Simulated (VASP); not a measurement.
Calculation: PBE GGA, VASP's PBE PAW potentials (set 64) (plane waves; VASP).

Input for VASP

**INCAR**
```
# general
SYSTEM   =  Ga31SnAs32
PREC     =  Normal
ENCUT    =  400   # plane-wave cut-off (eV)
LREAL    =  Auto   # projection in real space or not
LASPH    =  .True.
ISYM     =  0
NELECT   =  256.0

# electronic loop
EDIFF    =  1E-5   # SCF stop (eV)
NELM     =  100   # most electronic steps
NELMIN   =  4
ALGO     =  Fast
LMAXMIX  =  4

# smearing
ISMEAR   =  0   # Gaussian
SIGMA    =  0.05   # width (eV)

# functional
GGA      =  PE

# ions
IBRION   =  2   # conjugate gradients
NSW      =  60
ISIF     =  2   # forces and stress, cell fixed
EDIFFG   =  -0.03

# output
LWAVE    =  .True.
LCHARG   =  .False.
```

KPOINTS:
```
Automatic mesh
0
G
  1 1 1
```

### POSCAR
```
Ga31SnAs32
1.0
 11.5222104212   0.0000000000   0.0000000000
  0.0000000000  11.5222104212   0.0000000000
  0.0000000000   0.0000000000  11.5222104212
Ga As Sn
31 32 1
Cartesian
  5.7611052106   0.0000000000   0.0000000000
  8.6416578159   2.8805526053   0.0000000000
  8.6416578159   0.0000000000   2.8805526053
  0.0000000000   0.0000000000   0.0000000000
  2.8805526053   2.8805526053   0.0000000000
  5.7611052106   5.7611052106   0.0000000000
  8.6416578159   8.6416578159   0.0000000000
  2.8805526053   0.0000000000   2.8805526053
  5.7611052106   2.8805526053   2.8805526053
  8.6416578159   5.7611052106   2.8805526053
  5.7611052106   0.0000000000   5.7611052106
  8.6416578159   2.8805526053   5.7611052106
  8.6416578159   0.0000000000   8.6416578159
  0.0000000000   5.7611052106   0.0000000000
  2.8805526053   8.6416578159   0.0000000000
  0.0000000000   2.8805526053   2.8805526053
  2.8805526053   5.7611052106   2.8805526053
  5.7611052106   8.6416578159   2.8805526053
  0.0000000000   0.0000000000   5.7611052106
  2.8805526053   2.8805526053   5.7611052106
  8.6416578159   8.6416578159   5.7611052106
  2.8805526053   0.0000000000   8.6416578159
  5.7611052106   2.8805526053   8.6416578159
  8.6416578159   5.7611052106   8.6416578159
  0.0000000000   8.6416578159   2.8805526053
  0.0000000000   5.7611052106   5.7611052106
  2.8805526053   8.6416578159   5.7611052106
  0.0000000000   2.8805526053   8.6416578159
  2.8805526053   5.7611052106   8.6416578159
  5.7611052106   8.6416578159   8.6416578159
  0.0000000000   8.6416578159   8.6416578159
  7.2013815133   1.4402763027   1.4402763027
 10.0819341186   4.3208289080   1.4402763027
 10.0819341186   1.4402763027   4.3208289080
  1.4402763027   1.4402763027   1.4402763027
  4.3208289080   4.3208289080   1.4402763027
  7.2013815133   7.2013815133   1.4402763027
 10.0819341186  10.0819341186   1.4402763027
  4.3208289080   1.4402763027   4.3208289080
  7.2061401862   4.3684732480   4.3613409998
 10.0819341186   7.2013815133   4.3208289080
  7.2013815133   1.4402763027   7.2013815133
 10.0819341186   4.3208289080   7.2013815133
 10.0819341186   1.4402763027  10.0819341186
  1.4402763027   7.2013815133   1.4402763027
  4.3208289080  10.0819341186   1.4402763027
  1.4402763027   4.3208289080   4.3208289080
  4.3316136969   7.2208425267   4.3249423371
  7.2013815133  10.0819341186   4.3208289080
  1.4402763027   1.4402763027   7.2013815133
  4.3332037619   4.3685884701   7.2182615515
  7.1771157381   7.1596250227   7.2191141951
 10.0819341186  10.0819341186   7.2013815133
  4.3208289080   1.4402763027  10.0819341186
  7.2013815133   4.3208289080  10.0819341186
 10.0819341186   7.2013815133  10.0819341186
  1.4402763027  10.0819341186   4.3208289080
  1.4402763027   7.2013815133   7.2013815133
  4.3208289080  10.0819341186   7.2013815133
  1.4402763027   4.3208289080  10.0819341186
  4.3208289080   7.2013815133  10.0819341186
  7.2013815133  10.0819341186  10.0819341186
  1.4402763027  10.0819341186  10.0819341186
  5.7556897717   5.7330140616   5.8004305148
```

POTCAR, in this order: Ga As Sn (PBE.64 set). Program: vasp_gam.

The run wrote:

File OSZICAR:
```
       N       E                     dE             d eps       ncg     rms          rms(c)
DAV:   1     0.153372090945E+04    0.15337E+04   -0.92422E+04   322   0.112E+03
DAV:   2    -0.782041301984E+02   -0.16119E+04   -0.15283E+04   419   0.201E+02
DAV:   3    -0.261311398939E+03   -0.18311E+03   -0.17931E+03   388   0.714E+01
DAV:   4    -0.267086282863E+03   -0.57749E+01   -0.57292E+01   372   0.132E+01
DAV:   5    -0.267237744401E+03   -0.15146E+00   -0.15102E+00   396   0.207E+00    0.208E+01
RMM:   6    -0.262243361877E+03    0.49944E+01   -0.73691E+00   322   0.375E+00    0.122E+01
RMM:   7    -0.261484745821E+03    0.75862E+00   -0.11328E+01   323   0.450E+00    0.306E+00
RMM:   8    -0.261430898504E+03    0.53847E-01   -0.24433E+00   322   0.261E+00    0.158E+00
RMM:   9    -0.261329853988E+03    0.10104E+00   -0.16628E-01   325   0.799E-01    0.721E-01
RMM:  10    -0.261332871625E+03   -0.30176E-02   -0.21058E-01   326   0.611E-01    0.387E-01
RMM:  11    -0.261327376449E+03    0.54952E-02   -0.26825E-02   322   0.320E-01    0.929E-02
RMM:  12    -0.261327386427E+03   -0.99783E-05   -0.30713E-03   335   0.102E-01    0.513E-02
RMM:  13    -0.261327300004E+03    0.86424E-04   -0.12167E-03   327   0.544E-02    0.167E-02
RMM:  14    -0.261327346464E+03   -0.46460E-04   -0.33991E-04   348   0.288E-02    0.192E-02
RMM:  15    -0.261327337744E+03    0.87198E-05   -0.39895E-05   236   0.113E-02
   1 F= -.26132734E+03 E0= -.26131509E+03  d E =-.261327E+03
       N       E                     dE             d eps       ncg     rms          rms(c)
DAV:   1    -0.261718971313E+03   -0.39162E+00   -0.17213E+01   340   0.652E+00    0.153E+00
RMM:   2    -0.261819624404E+03   -0.10065E+00   -0.11910E+00   322   0.149E+00    0.456E-01
RMM:   3    -0.261837695480E+03   -0.18071E-01   -0.20349E-01   330   0.623E-01    0.413E-01
RMM:   4    -0.261838481649E+03   -0.78617E-03   -0.23977E-02   342   0.239E-01    0.276E-01
RMM:   5    -0.261838121373E+03    0.36028E-03   -0.78614E-03   323   0.139E-01    0.497E-02
RMM:   6    -0.261838186861E+03   -0.65488E-04   -0.15714E-03   348   0.612E-02    0.303E-02
RMM:   7    -0.261838207459E+03   -0.20598E-04   -0.54742E-04   314   0.325E-02    0.218E-02
RMM:   8    -0.261838195708E+03    0.11751E-04   -0.11519E-04   278   0.160E-02    0.541E-03
RMM:   9    -0.261838199169E+03   -0.34613E-05   -0.25339E-05   218   0.770E-03
   2 F= -.26183820E+03 E0= -.26182638E+03  d E =-.510861E+00
       N       E                     dE             d eps       ncg     rms          rms(c)
DAV:   1    -0.261863853403E+03   -0.25658E-01   -0.55192E+00   340   0.368E+00    0.752E-01
RMM:   2    -0.261896041444E+03   -0.32188E-01   -0.37290E-01   322   0.836E-01    0.238E-01
RMM:   3    -0.261901932508E+03   -0.58911E-02   -0.61790E-02   334   0.348E-01    0.174E-01
RMM:   4    -0.261902124835E+03   -0.19233E-03   -0.83862E-03   331   0.140E-01    0.977E-02
RMM:   5    -0.261902147291E+03   -0.22456E-04   -0.17579E-03   326   0.680E-02    0.241E-02
RMM:   6    -0.261902178601E+03   -0.31310E-04   -0.41380E-04   338   0.304E-02    0.102E-02
RMM:   7    -0.261902184848E+03   -0.62472E-05   -0.70345E-05   238   0.127E-02
   3 F= -.26190218E+03 E0= -.26189057E+03  d E =-.574847E+00
       N       E                     dE             d eps       ncg     rms          rms(c)
DAV:   1    -0.261966064003E+03   -0.63885E-01   -0.19271E+00   340   0.232E+00    0.460E-01
RMM:   2    -0.261976546455E+03   -0.10482E-01   -0.13872E-01   322   0.576E-01    0.176E-01
RMM:   3    -0.261978486818E+03   -0.19404E-02   -0.23819E-02   350   0.239E-01    0.124E-01
RMM:   4    -0.261978457414E+03    0.29403E-04   -0.28385E-03   330   0.891E-02    0.675E-02
RMM:   5    -0.261978491700E+03   -0.34286E-04   -0.78956E-04   327   0.476E-02    0.218E-02
RMM:   6    -0.261978488812E+03    0.28885E-05   -0.20029E-04   322   0.225E-02    0.138E-02
RMM:   7    -0.261978495758E+03   -0.69462E-05   -0.63801E-05   258   0.115E-02
   4 F= -.26197850E+03 E0= -.26196831E+03  d E =-.763109E-01
       N       E                     dE             d eps       ncg     rms          rms(c)
DAV:   1    -0.261984226426E+03   -0.57376E-02   -0.39723E-01   356   0.107E+00    0.205E-01
RMM:   2    -0.261986346685E+03   -0.21203E-02   -0.28156E-02   322   0.257E-01    0.778E-02
RMM:   3    -0.261986770356E+03   -0.42367E-03   -0.50214E-03   350   0.107E-01    0.505E-02
RMM:   4    -0.261986761050E+03    0.93060E-05   -0.57082E-04   328   0.405E-02    0.238E-02
RMM:   5    -0.261986771597E+03   -0.10548E-04   -0.17721E-04   320   0.219E-02    0.108E-02
RMM:   6    -0.261986771378E+03    0.21910E-06   -0.48927E-05   241   0.106E-02
   5 F= -.26198677E+03 E0= -.26197705E+03  d E =-.845865E-01
       N       E                     dE             d eps       ncg     rms          rms(c)
DAV:   1    -0.261999264299E+03   -0.12493E-01   -0.46044E-01   340   0.126E+00    0.244E-01
RMM:   2    -0.262001871266E+03   -0.26070E-02   -0.32466E-02   322   0.326E-01    0.819E-02
RMM:   3    -0.262002370698E+03   -0.49943E-03   -0.54481E-03   341   0.132E-01    0.538E-02
RMM:   4    -0.262002359369E+03    0.11329E-04   -0.65541E-04   324   0.508E-02    0.231E-02
RMM:   5    -0.262002374692E+03   -0.15323E-04   -0.19832E-04   329   0.258E-02    0.909E-03
RMM:   6    -0.262002375086E+03   -0.39448E-06   -0.44369E-05   237   0.118E-02
   6 F= -.26200238E+03 E0= -.26199289E+03  d E =-.156037E-01
       N       E                     dE             d eps       ncg     rms          rms(c)
DAV:   1    -0.262003570158E+03   -0.11955E-02   -0.22952E-01   356   0.889E-01    0.173E-01
RMM:   2    -0.262004887227E+03   -0.13171E-02   -0.16340E-02   322   0.232E-01    0.577E-02
RMM:   3    -0.262005139454E+03   -0.25223E-03   -0.27483E-03   340   0.943E-02    0.378E-02
RMM:   4    -0.262005135792E+03    0.36627E-05   -0.33720E-04   325   0.363E-02    0.163E-02
RMM:   5    -0.262005143522E+03   -0.77299E-05   -0.97570E-05   312   0.183E-02
   7 F= -.26200514E+03 E0= -.26199580E+03  d E =-.183721E-01
       N       E                     dE             d eps       ncg     rms          rms(c)
DAV:   1    -0.262005179864E+03   -0.44072E-04   -0.36153E-03   364   0.111E-01    0.213E-02
RMM:   2    -0.262005195214E+03   -0.15350E-04   -0.21655E-04   321   0.266E-02    0.670E-03
RMM:   3    -0.262005197589E+03   -0.23752E-05   -0.33876E-05   233   0.104E-02    0.365E-03
RMM:   4    -0.262005197404E+03    0.18484E-06   -0.41415E-06   183   0.389E-03
   8 F= -.26200520E+03 E0= -.26199584E+03  d E =-.184260E-01
       N       E                     dE             d eps       ncg     rms          rms(c)
DAV:   1    -0.262006621435E+03   -0.14238E-02   -0.66595E-02   340   0.483E-01    0.954E-02
RMM:   2    -0.262006976514E+03   -0.35508E-03   -0.47665E-03   322   0.125E-01    0.312E-02
RMM:   3    -0.262007043670E+03   -0.67156E-04   -0.82571E-04   346   0.512E-02    0.204E-02
RMM:   4    -0.262007041242E+03    0.24277E-05   -0.99736E-05   323   0.195E-02
   9 F= -.26200704E+03 E0= -.26199768E+03  d E =-.184384E-02
```

**OUTCAR**
```
------------------------ aborting loop because EDIFF is reached ----------------------------------------
  FORCE on cell =-STRESS in cart. coord.  units (eV):
  Direction    XX          YY          ZZ          XY          YZ          ZX
  --------------------------------------------------------------------------------------
  Total       -1.0485976     -1.0169423     -1.0209455      0.0105590     -0.0045232     -0.0167920
  in kB       -1.0982773     -1.0651224     -1.0693152      0.0110592     -0.0047375     -0.0175875
  external PRESSURE =      -1.0775716 kB  Pullay stress =       0.0000000 kB
  volume of cell :     1529.70
      direct lattice vectors                 reciprocal lattice vectors
    11.522210421  0.000000000  0.000000000     0.086788903  0.000000000  0.000000000
     0.000000000 11.522210421  0.000000000     0.000000000  0.086788903  0.000000000
     0.000000000  0.000000000 11.522210421     0.000000000  0.000000000  0.086788903
  FREE ENERGIE OF THE ION-ELECTRON SYSTEM (eV)
  ---------------------------------------------------
  free  energy   TOTEN  =      -262.0070412423 eV

  energy  without entropy=     -261.9883175001  energy(sigma->0) =     -261.99767937

 reached required accuracy - stopping structural energy minimisation
```
(Selected blocks of OUTCAR.)

CONTCAR:
```
Ga31SnAs32
   1.00000000000000
    11.5222104212000005    0.0000000000000000    0.0000000000000000
     0.0000000000000000   11.5222104212000005    0.0000000000000000
     0.0000000000000000    0.0000000000000000   11.5222104212000005
  Ga              As              Sn
    31    32     1
Direct
     0.5000249697920396    0.0001185151113904    0.0001916739792013
     0.7503349685697502    0.2495223711731469    0.0003325436188943
     0.7503478520376787    0.0001258088274809    0.2497545773951028
     0.9999845752650662    0.9999972996667885    0.9999902006690471
     0.2498115811528757    0.2497194269596274    0.0000895287653755
     0.4999431333230919    0.4999182402953389    0.0001563976445643
     0.7503399575019842    0.7503722173012679    0.9998729673162278
     0.2497818211152670    0.0001273655171750    0.2498122179557811
     0.4978645848480956    0.2474688705011084    0.2474779647897627
     0.7529861950402645    0.5027917689612085    0.2470535964134533
     0.4999632438546602    0.0000719980405991    0.4999596630896103
     0.7529661405488016    0.2471119718189452    0.5026398835925002
     0.7503370953147790    0.9999313569534998    0.7503304799102726
     0.9999343522435798    0.5000262187577752    0.0002505146351983
     0.2495683661697442    0.7504379322717886    0.0003312919934468
     0.9999820368956954    0.2497524726911324    0.2497627932966129
     0.2472830684591910    0.4977221084274571    0.2472635552595195
     0.5027203742794715    0.7530050098648240    0.2470012862518922
     0.9998807443088782    0.9999808448629820    0.5000439890758570
     0.2471348362159183    0.2472344553489137    0.4978107063101905
     0.7526773466383855    0.7526554351483149    0.4979229716575601
     0.2496561086259074    0.0001422682213539    0.7503658882301081
     0.5025864464111726    0.2469856839352663    0.7531072103441800
     0.7531932995270978    0.4972814169545849    0.7532932868810027
     0.0001377060444554    0.7504132155698101    0.2497509190789777
     0.0000343556673761    0.4999602135520878    0.4999495554815495
     0.2469982988849348    0.7530209459493730    0.5026046592373540
     0.0001931666228736    0.2495960870143832    0.7503636371151355
     0.2465810939231191    0.5028496090187751    0.7534731021317909
     0.4973589114015129    0.7531132361284993    0.7531812096549189
     0.9997971464380974    0.7504830528657049    0.7503081898985233
     0.6251884154450632    0.1246342090244682    0.1248172340428380
     0.8754143661955224    0.3747471162119791    0.1246948107941316
     0.8754598809399115    0.1246092660968436    0.3747540987155514
     0.1249448985857936    0.1249530205420468    0.1249648455497616
     0.3749831115005809    0.3749531549861378    0.1245459344122960
     0.6250935244526541    0.6251366358613775    0.1242914225245331
     0.8750694667230093    0.8750862308814605    0.1249509863317986
     0.3749877641100741    0.1245780075279487    0.3750084265819315
     0.6318538256217588    0.3688397648848706    0.3688146346146079
     0.8757021002836342    0.6252343991075826    0.3750277153502151
     0.6250495167907923    0.1243566936735478    0.6250856735454451
     0.8757902176284040    0.3748903464364823    0.6251688530390412
     0.8750759600614290    0.1249326241478646    0.8750939975771400
     0.1245639904056584    0.6252521094793374    0.1246970165196526
     0.3747318193051281    0.8755490519469487    0.1246708318097973
     0.1244696182776075    0.3749761663536199    0.3749366839664779
     0.3684893460750247    0.6319539833870207    0.3685375986285064
     0.6251630842990777    0.8756439346343501    0.3750420787459369
     0.1245638172219079    0.1245062377260094    0.6252639187867488
     0.3677372184215228    0.3683390277857299    0.6326238264783050
     0.6316279751125286    0.6315231909289464    0.6324353011463528
     0.8753079190330685    0.8754199518597554    0.6252440364043068
     0.3747167603437251    0.1245217576137726    0.8755489918106159
     0.6251327915297777    0.3748161823329079    0.8758870218607399
     0.8755888895210648    0.6253462128927141    0.8755881439815358
     0.1245878223731402    0.8755832713663606    0.3747766772475266
     0.1242269372327932    0.6252182219049337    0.6250662875488833
     0.3749303583440118    0.8757505067941989    0.6251426286172924
     0.1244422241983827    0.3746998113311782    0.8757081860132213
     0.3748364803066307    0.6252243861385767    0.8759418715951226
     0.6252680448853389    0.8755983329304092    0.8755668270176931
     0.1249301028609147    0.8750909675700634    0.8750908108950757
     0.4995149747923125    0.5000048079299522    0.5008561661733120
```

### OUTCAR
```
 val. band max:        2.4146954948   @ k =   0.0000   0.0000   0.0000

 cond. band min:       2.5418661601   @ k =   0.0000   0.0000   0.0000


 Fermi energy:         2.4869312082

 k-point     1 :       0.0000    0.0000    0.0000
  band No.  band energies     occupation
      1      -9.9301      2.00000
      2      -9.1894      2.00000
      3      -9.1153      2.00000
      4      -9.1142      2.00000
      5      -9.1136      2.00000
      6      -9.0827      2.00000
      7      -9.0822      2.00000
      8      -8.5959      2.00000
      9      -8.5611      2.00000
     10      -8.5587      2.00000
     11      -8.5570      2.00000
     12      -8.4769      2.00000
     13      -8.4760      2.00000
     14      -8.4755      2.00000
     15      -8.4692      2.00000
     16      -8.4680      2.00000
     17      -8.4674      2.00000
     18      -8.4672      2.00000
     19      -8.4664      2.00000
     20      -8.3740      2.00000
     21      -8.3735      2.00000
     22      -8.3732      2.00000
     23      -8.3719      2.00000
     24      -7.7823      2.00000
     25      -7.7813      2.00000
     26      -7.7798      2.00000
     27      -7.6879      2.00000
     28      -7.6870      2.00000
     29      -7.6861      2.00000
     30      -7.6786      2.00000
     31      -7.6781      2.00000
     32      -7.6780      2.00000
     33      -4.6803      2.00000
     34      -4.1509      2.00000
     35      -4.1503      2.00000
     36      -4.0531      2.00000
     37      -3.9768      2.00000
     38      -3.9761      2.00000
     39      -3.9758      2.00000
     40      -3.9571      2.00000
     41      -3.9568      2.00000
     42      -3.9322      2.00000
     43      -3.9208      2.00000
     44      -3.9201      2.00000
     45      -3.9197      2.00000
     46      -3.2683      2.00000
     47      -3.0671      2.00000
     48      -3.0662      2.00000
     49      -3.0660      2.00000
     50      -3.0638      2.00000
     51      -3.0626      2.00000
...
```

The cell is charged, with a uniform compensating background. The supercell is sampled at Γ alone, which is coarse: total energies, pressure and levels can be off, energies of defects by several tenths of an eV. Unless said otherwise, spin-orbit coupling is left out, though it shifts the bands of the heavy elements here.

The cell is a supercell with a defect, built from GaAs (zinc blende): Sn_Ga, charge +1. The run is not spin-polarised, so no state with unpaired spins was tried.
